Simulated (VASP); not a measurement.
Here is the system:

```xyz
1
Lattice="-2.8741 2.8741 2.8741 2.8741 -2.8741 2.8741 2.8741 2.8741 -2.8741" Properties=species:S:1:pos:R:3 pbc="T T T"
Cs     0.0000     0.0000     0.0000
```

Method: LDA (Ceperley-Alder, Perdew-Zunger), VASP's LDA PAW potentials (set 64) (plane waves; VASP). Run with 520 eV cut-off, Gaussian smearing of 0.050 eV, potentials Cs_sv.

Unless said otherwise, spin-orbit coupling is left out, though it shifts the bands of the heavy elements here.

What does the run give for the band gap (along the path) with the smallest direct gap where there is one?

```json
{
 "band gap (along the path)": "none (metal, semimetal or under 0.01 eV)"
}
```

Total energies compare only between runs with the same potentials, cut-off and functional.

The compound is Cs in the bcc structure. It was relaxed first, which changed the volume by -16 %.
